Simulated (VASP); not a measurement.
# PdC18 in VASP: a series of runs

The runs below take PdC18 through single point, relaxation of the atoms, with PBE.

Everything below comes from runs of VASP 6.6.1. Logs are shortened: lines on timing, memory, paths and dates and some standing lists are left out, and cuts for length are marked.

## Step 1: Starting point

The cell holds a slab with vacuum, 19 atoms: a = 7.398 Å, b = 7.398 Å, c = 12.000 Å, α = 90.00°, β = 90.00°, γ = 120.00°.

The cell was built by a generator and needn't be a form met in nature.

## Step 2: Single point, PBE

The input, INCAR:

```
PREC = Accurate
ENCUT = 520
EDIFF = 1E-6
ISMEAR = 0
SIGMA = 0.02
LREAL = Auto
LASPH = True
NELM = 100
ALGO = Fast
ISIF = 2
LWAVE = False
LCHARG = False
GGA = PE
NBANDS = 56
```

The input, KPOINTS:

```
Automatic mesh
0
Gamma
  2 2 1
```

The input, POSCAR:

```
PdC18
1.0
    7.3980000000      0.0000000000      0.0000000000
   -3.6990000000      6.4068560000      0.0000000000
    0.0000000000      0.0000000000     12.0000000000
C Pd
18 1
Direct
   -0.0044137541     -0.0002542435      0.0793923477
    0.2179883651      0.1094303517      0.0804281137
   -0.0042874825      0.3329360521      0.0816438380
    0.2183638831      0.4433087336      0.0817122732
   -0.0039420526      0.6668380407      0.0804534684
    0.2184982516      0.7765450934      0.0794240188
    0.3284972810     -0.0007633141      0.0801267485
    0.5510743251      0.1079086904      0.0849058602
    0.3269761374      0.3324327562      0.0853786005
    0.5507676171      0.4444081412      0.0942856538
    0.3289914381      0.6663062226      0.0814602693
    0.5516979640      0.7765997976      0.0815381717
    0.6623645919     -0.0003417802      0.0815116526
    0.8850805782      0.1099740666      0.0813918920
    0.6632564116      0.3318700011      0.0942386013
    0.8870974138      0.4438809368      0.0853033234
    0.6629797380      0.6683462458      0.0849420205
    0.8855486645      0.7770231001      0.0801255389
    0.6076460287      0.3882417078      0.2642370075
```

Potentials or basis: VASP PAW PBE potentials, release 64 (C, Pd).

On the command line:

```bash
$ cat potpaw_PBE.64/C/POTCAR potpaw_PBE.64/Pd/POTCAR > POTCAR
$ mpirun -np 1 vasp_std > vasp.out
```

OUTCAR:

```text
PREC = Accurate
   ENCUT = 520
   EDIFF = 1E-6
   ISMEAR = 0
   LREAL = Auto
   LASPH = True
   NELM = 100
   ISIF = 2
   GGA = PE

 ion  position               nearest neighbor table
   1  0.996  1.000  0.079-  14 1.41   2 1.42  18 1.43
   2  0.218  0.109  0.080-   7 1.41   1 1.42   9 1.43
   3  0.996  0.333  0.082-  16 1.41   4 1.43  14 1.43
   4  0.218  0.443  0.082-   9 1.41   3 1.43  11 1.43
   5  0.996  0.667  0.080-  18 1.41   6 1.43  16 1.43
   6  0.218  0.777  0.079-  11 1.41   5 1.43   7 1.43
   7  0.328  0.999  0.080-   2 1.41   6 1.43   8 1.43
   8  0.551  0.108  0.085-  13 1.41   7 1.43  15 1.44
   9  0.327  0.332  0.085-   4 1.41   2 1.43  10 1.44
  10  0.551  0.444  0.094-   9 1.44  17 1.44  15 1.44  19 2.16
  11  0.329  0.666  0.081-   6 1.41  12 1.43   4 1.43
  12  0.552  0.777  0.082-  17 1.41  11 1.43  13 1.43
  13  0.662  1.000  0.082-   8 1.41  14 1.43  12 1.43
  14  0.885  0.110  0.081-   1 1.41  13 1.43   3 1.43
  15  0.663  0.332  0.094-  16 1.44   8 1.44  10 1.44  19 2.16
  16  0.887  0.444  0.085-   3 1.41   5 1.43  15 1.44
  17  0.663  0.668  0.085-  12 1.41  18 1.43  10 1.44
  18  0.886  0.777  0.080-   5 1.41   1 1.43  17 1.43
  19  0.608  0.388  0.264-  15 2.16  10 2.16

  LATTYP: Found a hexagonal cell.
 ALAT       =     7.3980000000
 C/A-ratio  =     1.6220600162

  Lattice vectors:

 A1 = (   7.3980000000,   0.0000000000,   0.0000000000)
 A2 = (  -3.6990000000,   6.4068560000,   0.0000000000)
 A3 = (   0.0000000000,   0.0000000000,  12.0000000000)

Analysis of symmetry for initial positions (statically):
=====================================================================
 Subroutine PRICEL returns:
 Original cell was already a primitive cell.

 Routine SETGRP: Setting up the symmetry group for a
 hexagonal supercell.

 Subroutine GETGRP returns: Found  1 space group operations
 (whereof  1 operations were pure point group operations)
 out of a pool of 24 trial point group operations.

The static configuration has the point symmetry C_1 .

Analysis of symmetry for dynamics (positions and initial velocities):
=====================================================================
 Subroutine PRICEL returns:
 Original cell was already a primitive cell.

 Routine SETGRP: Setting up the symmetry group for a
 hexagonal supercell.

 Subroutine GETGRP returns: Found  1 space group operations
 (whereof  1 operations were pure point group operations)
 out of a pool of 24 trial point group operations.

The dynamic configuration has the point symmetry C_1 .

 Subroutine INISYM returns: Found  1 space group operations
 (whereof  1 operations are pure point group operations),
 and found     1 'primitive' translations

----------------------------------------------------------------------------------------

                                     Primitive cell

  volume of cell :     568.7750

  direct lattice vectors                    reciprocal lattice vectors
     7.398000000  0.000000000  0.000000000     0.135171668  0.078041398  0.000000000
    -3.699000000  6.406856000  0.000000000     0.000000000  0.156082796  0.000000000
     0.000000000  0.000000000 12.000000000     0.000000000  0.000000000  0.083333333

  length of vectors
     7.398000000  7.398000054 12.000000000     0.156082797  0.156082796  0.083333333

  position of ions in fractional coordinates (direct lattice)
     0.995586246  0.999745756  0.079392348
     0.217988365  0.109430352  0.080428114
     0.995712518  0.332936052  0.081643838
     0.218363883  0.443308734  0.081712273
     0.996057947  0.666838041  0.080453468
     0.218498252  0.776545093  0.079424019
[... 11 lines left out ...]
     0.885548664  0.777023100  0.080125539
     0.607646029  0.388241708  0.264237008

  ion indices of the primitive-cell ions
   primitive index   ion index
                 1           1
                 2           2
                 3           3
                 4           4
                 5           5
                 6           6
[... 11 lines left out ...]
                18          18
                19          19

----------------------------------------------------------------------------------------

 KPOINTS: Automatic mesh

Automatic generation of k-mesh.
 Grid dimensions read from file:
 generate k-points for:    2    2    1

 Generating k-lattice:

  Cartesian coordinates                     Fractional coordinates (reciprocal lattice)
     0.067585834  0.039020699  0.000000000     0.500000000  0.000000000  0.000000000
     0.000000000  0.078041398  0.000000000     0.000000000  0.500000000  0.000000000
     0.000000000  0.000000000  0.083333333     0.000000000  0.000000000  1.000000000

  Length of vectors
     0.078041399  0.078041398  0.083333333

  Shift w.r.t. Gamma in fractional coordinates (k-lattice)
     0.000000000  0.000000000  0.000000000

 Subroutine IBZKPT returns following result:
 ===========================================

 Found      4 irreducible k-points:

 Following reciprocal coordinates:
            Coordinates               Weight
  0.000000  0.000000  0.000000      1.000000
  0.500000  0.000000  0.000000      1.000000
  0.000000  0.500000  0.000000      1.000000
  0.500000  0.500000  0.000000      1.000000
   k-points           NKPTS =      4   k-points in BZ     NKDIM =      4   number of bands    NBANDS=     56
   number of dos      NEDOS =    301   number of ions     NIONS =     19
   total plane-waves  NPLWV = 282240
   dimension x,y,z NGX =    56 NGY =   56 NGZ =   90
   dimension x,y,z NGXF=   112 NGYF=  112 NGZF=  180
   ions per type =              18   1
   NGX,Y,Z   is equivalent  to a cutoff of  12.58, 12.58, 12.47 a.u.
   NGXF,Y,Z  is equivalent  to a cutoff of  25.17, 25.17, 24.94 a.u.
 SYSTEM =  unknown system
   PREC   = accura    normal or accurate (medium, high low for compatibility)
   ISTART =      0    job   : 0-new  1-cont  2-samecut
   ICHARG =      2    charge: 1-file 2-atom 10-const
   ISPIN  =      1    spin polarized calculation?
   LNONCOLLINEAR =      F non collinear calculations
   LSORBIT =      F    spin-orbit coupling
   LASPH  =      T    aspherical Exc in radial PAW
   ENCUT  =  520.0 eV  38.22 Ry    6.18 a.u.  13.76 13.76 22.31*2*pi/ulx,y,z
   NELM   =    100;   NELMIN=  2; NELMDL= -5     # of ELM steps
   EDIFF  = 0.1E-05   stopping-criterion for ELM
   LREAL  =      T    real-space projection
   EDIFFG = 0.1E-04   stopping-criterion for IOM
   NSW    =      0    number of steps for IOM
   IBRION =     -1    ionic relax: 0-MD 1-quasi-New 2-CG
   NFREE  =      0    steps in history (QN), initial steepest desc. (CG)
   ISIF   =      2    stress and relaxation
   ISYM   =      2    0-nonsym 1-usesym 2-fastsym
   POTIM  = 0.5000    time-step for ionic-motion
   TEBEG  =    0.0;   TEEND  =   0.0 temperature during run
   PSTRESS=    0.0 pullay stress
   NELECT =      82.0000    total number of electrons
   NUPDOWN=      -1.0000    fix difference up-down
   EMIN   =  10.00;   EMAX   =-10.00  energy-range for DOS
   EFERMI =   0.00;   METHOD = LEGACY
   ISMEAR =     0;   SIGMA  =   0.02  broadening in eV -4-tet -1-fermi 0-gaus
   EFERMI_NEDOS =   21; number of points for ismear=-14 and -15
   IALGO  =     68    algorithm
   IMIX   =      4    mixing-type and parameters
     AMIX     =   0.40;   BMIX     =  1.00
     AMIX_MAG =   1.60;   BMIX_MAG =  1.00
  volume/ion in A,a.u.               =      29.94       202.01
  Fermi-wavevector in a.u.,A,eV,Ry     =   0.858419  1.622176 10.025902  0.736883
  Thomas-Fermi vector in A             =   1.975621
   LORBIT       =      0    0 simple, 1 ext, 2 COOP (PROOUT), +10 PAW based schemes
   GGA     = PE    functional components
   LHFCALC =     F    Hartree Fock is set to
   AEXX    =    0.0000 exact exchange contribution
   IVDW    =     0    specifies the selected vdW correction
   LEPSILON=     F    determine dielectric tensor
   LRPA    =     F    only Hartree local field effects (RPA)
 non-spin polarized calculation
 RMM-DIIS sequential band-by-band and
 Gauss-broadening in eV      SIGMA  =   0.02
  energy-cutoff  :      520.00
  volume of cell :      568.78
 maximum number of plane-waves:     15363
 NGX is ok and might be reduce to    56
   NGX = 27   NGY = 27   NGZ = 45

 number of electron      82.0000003 magnetization

 Free energy of the ion-electron system (eV)
  ---------------------------------------------------
  ext. energy  EPLUGINS =         0.00000000
  ---------------------------------------------------
  free energy    TOTEN  =      -168.28901937 eV

  energy without entropy =     -168.28892317  energy(sigma->0) =     -168.28897127

 E-fermi :  -0.9793     XC(G=0):  -4.1493

 val. band max:       -1.0196662596   @ k =   0.0000   0.0000   0.0000
 cond. band min:      -0.9389538047   @ k =   0.0000   0.0000   0.0000
 fundamental gap:      0.0807124549
 Fermi energy:        -0.9793100321

 k-point     1 :       0.0000    0.0000    0.0000
  band No.  band energies     occupation
      1     -20.6882      2.00000
      2     -18.2532      2.00000
      3     -18.1359      2.00000
      4     -18.0779      2.00000
      5     -18.0691      2.00000
      6     -18.0437      2.00000
[... 45 lines left out ...]
     52       6.4491      0.00000
     53       6.4896      0.00000

 k-point     2 :       0.5000    0.0000    0.0000
  band No.  band energies     occupation
      1     -20.0851      2.00000
      2     -19.9818      2.00000
      3     -18.7543      2.00000
      4     -18.7232      2.00000
      5     -16.3342      2.00000
      6     -16.2642      2.00000
[... 45 lines left out ...]
     52       5.1298      0.00000
     53       5.2038      0.00000

 k-point     3 :       0.0000    0.5000    0.0000
  band No.  band energies     occupation
      1     -20.0850      2.00000
      2     -19.9817      2.00000
      3     -18.7527      2.00000
      4     -18.7255      2.00000
      5     -16.3317      2.00000
      6     -16.2654      2.00000
[... 45 lines left out ...]
     52       5.1340      0.00000
     53       5.1860      0.00000

 k-point     4 :       0.5000    0.5000    0.0000
  band No.  band energies     occupation
      1     -20.0739      2.00000
      2     -19.9969      2.00000
      3     -18.7598      2.00000
      4     -18.7100      2.00000
      5     -16.3115      2.00000
      6     -16.2650      2.00000
[... 45 lines left out ...]
     52       5.0949      0.00000
     53       5.2834      0.00000
 [bands above 53 left out]

------------------------ aborting loop because EDIFF is reached ----------------------------------------

  FORCE on cell =-STRESS in cart. coord.  units (eV):
  Direction    XX          YY          ZZ          XY          YZ          ZX
  --------------------------------------------------------------------------------------
  -------------------------------------------------------------------------------------
  Total        2.0376887      6.3223195     -0.0629528      3.0970514     -0.0054155      0.0040363
  in kB        5.7399470     17.8092850     -0.1773313      8.7240562     -0.0152547      0.0113700
  external PRESSURE =       7.7906336 kB  Pullay stress =       0.0000000 kB

 VOLUME and BASIS-vectors are now :
 -----------------------------------------------------------------------------
  energy-cutoff  :      520.00
  volume of cell :      568.78
      direct lattice vectors                 reciprocal lattice vectors
     7.398000000  0.000000000  0.000000000     0.135171668  0.078041398  0.000000000
    -3.699000000  6.406856000  0.000000000     0.000000000  0.156082796  0.000000000
     0.000000000  0.000000000 12.000000000     0.000000000  0.000000000  0.083333333

 POSITION                                       TOTAL-FORCE (eV/Angst)
 -----------------------------------------------------------------------------------
      3.66729      6.40523      0.95271        -0.016045     -0.014321      0.004736
      1.20790      0.70110      0.96514         0.018360      0.010516     -0.002921
      6.13475      2.13307      0.97973        -0.026457      0.005494      0.004016
     -0.02434      2.84022      0.98055         0.011475      0.016654     -0.003248
      4.90220      4.27234      0.96544        -0.003296      0.002293     -0.012778
     -1.25599      4.97521      0.95309         0.007371      0.000670      0.001150
[... 11 lines left out ...]
      3.67708      4.97828      0.96151         0.014752      0.016101      0.006611
      3.05926      2.48741      3.17084        -0.003095     -0.000095      0.031327
 -----------------------------------------------------------------------------------
    total drift:                                0.011418      0.002230      0.021624

  FREE ENERGIE OF THE ION-ELECTRON SYSTEM (eV)
  ---------------------------------------------------
  free  energy   TOTEN  =      -168.2890193732 eV

  energy  without entropy=     -168.2889231748  energy(sigma->0) =     -168.28897127
```

It took 3.1 min on 1 thread of Intel Xeon 6975P-C (Granite Rapids), shared host; peak memory 0.59 GiB.

What came out:

```yaml
Free_energy: -168.2890 eV
Largest_force: 0.031 eV/Å
Band_gap_on_the_k_mesh: 0.08 eV, direct
```

Forces in eV/Å, atoms in the order of the input:
```
C   -0.016 -0.014  0.005
C    0.018  0.011 -0.003
C   -0.026  0.005  0.004
C    0.011  0.017 -0.003
C   -0.003  0.002 -0.013
C    0.007  0.001  0.001
C   -0.020 -0.001  0.004
C    0.011 -0.004  0.000
C   -0.012 -0.020 -0.010
C    0.001  0.002 -0.007
C   -0.018 -0.005  0.002
C    0.012  0.012 -0.002
C   -0.002 -0.010 -0.004
C    0.009 -0.005  0.003
C    0.010 -0.007 -0.012
C    0.019  0.001 -0.003
C   -0.013  0.000 -0.001
C    0.015  0.016  0.007
Pd  -0.003  0.000  0.031
```

Caveat: the k mesh is coarse (spacing up to 0.49 Å⁻¹), so the values aren't converged. As with any semilocal functional, this PBE gap is likely too small.

(Part 1 of 3 ends here.)
